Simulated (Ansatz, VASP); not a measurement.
**Cross-check of Te2Pb between VASP and Ansatz**

Wanted: the spread between two codes on one cell, functional and k mesh. The cell is generated by rule, not measured, and may not be a known phase. The two relaxations start from unlike cells of this crystal (the structure described is Ansatz's start), so only their ends are compared.

Main program and level: Ansatz 0.2.0; plane waves, with VASP 6.6.1 beside it; relaxation of cell and atoms at PBEsol.

The structure was built from a prototype and need not be the compound's stable phase.

## 1. Set-up

Symmetry: P4_2/mnm, No. 136, tetragonal system. The conventional cell has a = 6.955 Å, b = 6.955 Å, c = 4.486 Å, α = 90.00°, β = 90.00°, γ = 90.00°. Nearest to Pb lie 6 Te at 2.95 to 3.00 Å. Te has 3 Pb at 2.95 to 3.00 Å nearest. Farther neighbours and most contacts between anions are not listed.

As a file:

```cif
data_structure
_symmetry_space_group_name_H-M 'P 1'
_symmetry_Int_Tables_number 1
_cell_length_a 6.9550
_cell_length_b 6.9550
_cell_length_c 4.4860
_cell_angle_alpha 90.000
_cell_angle_beta 90.000
_cell_angle_gamma 90.000
_cell_volume 217.00
loop_
_atom_site_label
_atom_site_type_symbol
_atom_site_fract_x
_atom_site_fract_y
_atom_site_fract_z
_atom_site_occupancy
Pb1 Pb 0.00000 0.00000 0.00000 1
Pb2 Pb 0.50000 0.50000 0.50000 1
Te3 Te 0.30500 0.30500 0.00000 1
Te4 Te 0.69500 0.69500 0.00000 1
Te5 Te 0.80500 0.19500 0.50000 1
Te6 Te 0.19500 0.80500 0.50000 1
```

## 2. VASP: relaxation of cell and atoms, PBEsol

The relaxed volume is the usual yardstick between codes: in a stiff, nearly cubic crystal its relative difference is about their pressure difference at one cell divided by the bulk modulus.

Lines of VASP's logs that name or quote its potential files are left out, and so is its time.

Contents of INCAR:

```
SYSTEM = Te2Pb
PREC = Accurate
ENCUT = 500
EDIFF = 1E-07
NELM = 120
ISMEAR = 0
SIGMA = 0.1
LREAL = .FALSE.
ALGO = Normal
GGA = PS
NBANDS = 32
LORBIT = 11
LWAVE = .FALSE.
LCHARG = .FALSE.
ISIF = 3
IBRION = 2
NSW = 80
EDIFFG = -0.005
LASPH = .TRUE.
GGA_COMPAT = .FALSE.
NELMIN = 4
KPAR = 2
```

Contents of POSCAR:

```
Te2Pb
1.0
    6.2877091340      0.0000000000      0.0000000000
    0.0000000000      6.2877091340      0.0000000000
    0.0000000000      0.0000000000      5.7196603879
Pb Te
2 4
Direct
    0.0000000000      0.0000000000      0.0000000000
    0.5000000000      0.5000000000      0.5000000000
    0.3389072420      0.3389072420      0.0000000000
    0.6610927580      0.6610927580      0.0000000000
    0.8389072420      0.1610927580      0.5000000000
    0.1610927580      0.8389072420      0.5000000000
```

Contents of KPOINTS:

```
Automatic mesh
0
Gamma
6 6 8
0 0 0
```

Potentials, in the order of the species: Pb_d and Te (PBE family, release 64).

Started as:

```bash
> mpirun -np 2 vasp_std
```

Numbers of over 12 decimals in the logs are rounded to 6 here.

Output:

```text
[banner, memory and clock lines left out]
running    2 mpi-ranks, on    1 nodes
 distrk:  each k-point on    1 cores,    2 groups
 distr:  one band on    1 cores,    1 groups

 POSCAR found type information on POSCAR PbTe
 POSCAR found :  2 types and       6 ions
|                                                                             |
|               ----> ADVICE to this user running VASP <----                  |
|                                                                             |
|     You enforced a specific xc type in the INCAR file but a different       |
|     [... a line on the potential file left out ...]
|     I HOPE YOU KNOW WHAT YOU ARE DOING!                                     |
|                                                                             |

 LDA part: xc-table for (Slater+PW92), standard interpolation
 POSCAR, INCAR and KPOINTS ok, starting setup
 FFT: planning ... GRIDC
 FFT: planning ... GRID_SOFT
 FFT: planning ... GRID
 WAVECAR not read
 entering main loop
       N       E                     dE             d eps       ncg     rms          rms(c)
DAV:   1     0.455191433268E+03    0.45519E+03   -0.21092E+04  3200   0.141E+03
DAV:   2     0.272957394482E+02   -0.42790E+03   -0.41782E+03  3448   0.361E+02
DAV:   3    -0.192944157235E+02   -0.46590E+02   -0.45770E+02  4176   0.137E+02
DAV:   4    -0.212711121834E+02   -0.19767E+01   -0.19668E+01  3960   0.336E+01
DAV:   5    -0.213615590189E+02   -0.90447E-01   -0.90433E-01  4688   0.674E+00    0.856E+00
DAV:   6    -0.211239775045E+02    0.23758E+00   -0.48372E-01  4144   0.535E+00    0.581E+00
DAV:   7    -0.211137989237E+02    0.10179E-01   -0.21851E-01  4296   0.231E+00    0.110E+00
DAV:   8    -0.211080795839E+02    0.57193E-02   -0.50443E-02  3768   0.173E+00    0.356E-01
DAV:   9    -0.211083776091E+02   -0.29803E-03   -0.46493E-03  3896   0.522E-01    0.783E-02
DAV:  10    -0.211082348613E+02    0.14275E-03   -0.69708E-04  4264   0.219E-01    0.322E-02
DAV:  11    -0.211082480447E+02   -0.13183E-04   -0.13854E-04  4352   0.682E-02    0.301E-02
DAV:  12    -0.211082477505E+02    0.29418E-06   -0.19487E-05  4080   0.275E-02    0.116E-02
DAV:  13    -0.211082465886E+02    0.11620E-05   -0.25340E-06  3416   0.104E-02    0.413E-03
DAV:  14    -0.211082466201E+02   -0.31525E-07   -0.40503E-07  3408   0.306E-03
   1 F= -.21108247E+02 E0= -.21091732E+02  d E =-.211082E+02
[...]
2 F= -.21108342E+02 E0= -.21091887E+02  d E =-.953831E-04
[...]
3 F= -.21108351E+02 E0= -.21091920E+02  d E =-.104042E-03
 curvature:  -0.71 expect dE=-0.186E-04 dE for cont linesearch -0.148E-08
 trial: gam= 0.17631 g(F)=  0.628E-05 g(S)=  0.201E-04 ort = 0.554E-06 (trialstep = 0.108E+01)
 search vector abs. value=  0.312E-04
 bond charge predicted
       N       E                     dE             d eps       ncg     rms          rms(c)
DAV:   1    -0.211085533431E+02   -0.20267E-03   -0.64944E-03  4080   0.824E-01    0.739E-02
DAV:   2    -0.211084002382E+02    0.15310E-03   -0.36599E-04  4184   0.220E-01    0.301E-02
DAV:   3    -0.211083651421E+02    0.35096E-04   -0.10507E-04  4232   0.108E-01    0.830E-03
DAV:   4    -0.211083647079E+02    0.43419E-06   -0.71357E-06  4456   0.176E-02    0.429E-03
DAV:   5    -0.211083650658E+02   -0.35790E-06   -0.59227E-07  3488   0.629E-03    0.292E-03
DAV:   6    -0.211083652457E+02   -0.17993E-06   -0.24772E-07  2584   0.354E-03    0.139E-03
DAV:   7    -0.211083651714E+02    0.74317E-07   -0.28027E-08  1952   0.208E-03
   4 F= -.21108365E+02 E0= -.21092013E+02  d E =-.145096E-04
 trial-energy change:   -0.000015  1 .order   -0.000014   -0.000029    0.000001
 step:   1.0349(harm=  1.0270)  dis= 0.00017  next Energy=   -21.108365 (dE=-0.145E-04)
 reached required accuracy - stopping structural energy minimisation
```

OUTCAR, selected parts (step 2):

```text
ion  position               nearest neighbor table
   1  0.000  0.000  0.000-   3 3.01   4 3.01   5 3.20   6 3.20   5 3.20   6 3.20
   2  0.500  0.500  0.500-   5 3.01   6 3.01   3 3.20   4 3.20   3 3.20   4 3.20
   3  0.339  0.339  0.000-   4 2.86   1 3.01   2 3.20   2 3.20
   4  0.661  0.661  0.000-   3 2.86   1 3.01   2 3.20   2 3.20
   5  0.839  0.161  0.500-   6 2.86   2 3.01   1 3.20   1 3.20
   6  0.161  0.839  0.500-   5 2.86   2 3.01   1 3.20   1 3.20

  LATTYP: Found a simple tetragonal cell.
 ALAT       =     6.2877091340
 C/A-ratio  =     0.9096572799

 Subroutine GETGRP returns: Found 16 space group operations
 (whereof  8 operations were pure point group operations)

The static configuration has the point symmetry D_2h.
 The point group associated with its full space group is D_4h.

 Found     50 irreducible k-points:

   k-points           NKPTS =     50   k-points in BZ     NKDIM =     50   number of bands    NBANDS=     32

   dimension x,y,z NGX =    48 NGY =   48 NGZ =   42
   dimension x,y,z NGXF=    96 NGYF=   96 NGZF=   84

   ENCUT  =  500.0 eV  36.75 Ry    6.06 a.u.  11.46 11.46 10.43*2*pi/ulx,y,z

   NELECT =      52.0000    total number of electrons

 k-points in reciprocal lattice and weights: Automatic mesh
   0.00000000  0.00000000  0.00000000       0.003
   0.16666667  0.00000000  0.00000000       0.014
   0.33333333  0.00000000  0.00000000       0.014
   0.50000000  0.00000000  0.00000000       0.007
   0.16666667  0.16666667  0.00000000       0.014
   0.33333333  0.16666667  0.00000000       0.028
   0.50000000  0.16666667  0.00000000       0.014
   0.33333333  0.33333333  0.00000000       0.014
   0.50000000  0.33333333  0.00000000       0.014
[...]
0.50000000  0.33333333  0.50000000       0.014
   0.50000000  0.50000000  0.50000000       0.003

 average (electrostatic) potential at core
       1 -92.8612       2 -92.8612       3 -89.6819       4 -89.6819       5 -89.6819
       6 -89.6819

 E-fermi :   4.1642

 k-point     1 :       0.0000    0.0000    0.0000
  band No.  band energies     occupation
    ...
     23       2.3290      2.00000
     24       3.4909      2.00000
     25       3.4909      2.00000
     26       3.8897      1.99990
     27       3.8897      1.99990
     28       4.3049      0.04652
     29       5.3258      0.00000
     30       5.3258      0.00000
     31       7.3747      0.00000
     32       8.6400      0.00000

 k-point     2 :       0.1667    0.0000    0.0000
  band No.  band energies     occupation
    ...
     22       2.5665      2.00000
     23       2.8841      2.00000
     24       3.5160      2.00000
     25       3.5452      2.00000
     26       3.9309      1.99903
     27       4.2911      0.07252
     28       4.4525      0.00005
     29       5.3634      0.00000
     30       5.4635      0.00000
     31       7.4151      0.00000
    ...

 k-point     3 :       0.3333    0.0000    0.0000
  band No.  band energies     occupation
    ...
     22       2.6712      2.00000
     23       3.2834      2.00000
     24       3.5765      2.00000
     25       3.6220      2.00000
     26       3.7590      2.00000
     27       5.1728      0.00000
     28       5.2888      0.00000
     29       5.7379      0.00000
     30       5.8429      0.00000
     31       7.5539      0.00000
    ...

  Total        0.0046830      0.0046830      0.0047986      0.0000000      0.0000000      0.0000000
  in kB        0.0331783      0.0331783      0.0339971      0.0000000      0.0000000      0.0000000
  external PRESSURE =       0.0334512 kB  Pullay stress =       0.0000000 kB

  energy-cutoff  :      500.00
  volume of cell :      226.14
      direct lattice vectors                 reciprocal lattice vectors
     6.283239259  0.000000000  0.000000000     0.159153576 -0.000000000  0.000000000
     0.000000000  6.283239259  0.000000000    -0.000000000  0.159153576  0.000000000
     0.000000000  0.000000000  5.728184203     0.000000000  0.000000000  0.174575392

 POSITION                                       TOTAL-FORCE (eV/Angst)
 -----------------------------------------------------------------------------------
      0.00000      6.28324      5.72818         0.000000      0.000000      0.000000
      3.14162      3.14162      2.86409         0.000000      0.000000      0.000000
      2.12939      2.12939      0.00000         0.000962      0.000962     -0.000000
      4.15385      4.15385      5.72818        -0.000962     -0.000962      0.000000
      5.27101      1.01223      2.86409         0.000962     -0.000962      0.000000
      1.01223      5.27101      2.86409        -0.000962      0.000962     -0.000000
 -----------------------------------------------------------------------------------
    total drift:                                0.000000     -0.000000     -0.000000

  FREE ENERGIE OF THE ION-ELECTRON SYSTEM (eV)
  ---------------------------------------------------
  free  energy   TOTEN  =       -21.1083651714 eV

  energy  without entropy=      -21.0756601281  energy(sigma->0) =      -21.09201265

 reached required accuracy - stopping structural energy minimisation

 total charge
# of ion       s       p       d       tot
------------------------------------------
    1        1.410   0.645   9.834  11.889
    2        1.410   0.645   9.834  11.889
    3        1.401   1.901   0.029   3.331
    4        1.401   1.901   0.029   3.331
    5        1.401   1.901   0.029   3.331
    6        1.401   1.901   0.029   3.331
--------------------------------------------------
tot          8.424   8.894  19.782  37.100

[... 3 further parts left out ...]
```

(Part 1 of 2 ends here.)

[Lines on the potential files, build, host, timing and source positions are cut from VASP's logs without a mark.]

[Logs are printed without paths, hosts, clocks, repeated set-up lines and the standing remarks that a program may print on its own settings, such as how far it seeks lower states.]

[Hosts, paths, dates, database ids (printed as entryN), source tags and the programs' standing remarks are cut or masked in the printed files.]
